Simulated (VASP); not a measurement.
Here is the system:

```yaml
crystal:
  lattice:
    - [1.34823, -2.33520, 0.00000]
    - [1.34823, 2.33520, 0.00000]
    - [0.00000, 0.00000, 4.25442]
  atoms:
    - { symbol: Ru, position: [0.33333, 0.66667, 0.25000] }
    - { symbol: Ru, position: [0.66667, 0.33333, 0.75000] }
```

Method: vdW-DF-cx, VASP's PBE PAW potentials (set 64) (plane waves; VASP). Settings: 520 eV cut-off, 17×17×10 Γ-centred mesh, tetrahedra with Blöchl corrections, potentials Ru_pv.

Problem. What does the run give for the energy per atom (σ→0), band gap (on the k-mesh) with the smallest direct gap where there is one?

Solution. 
```yaml
band gap (on the k-mesh): none (metal, semimetal or under 0.01 eV)
energy per atom (σ→0): -6.629 eV/atom
```

The compound is Ru in the hcp structure. It was relaxed first.
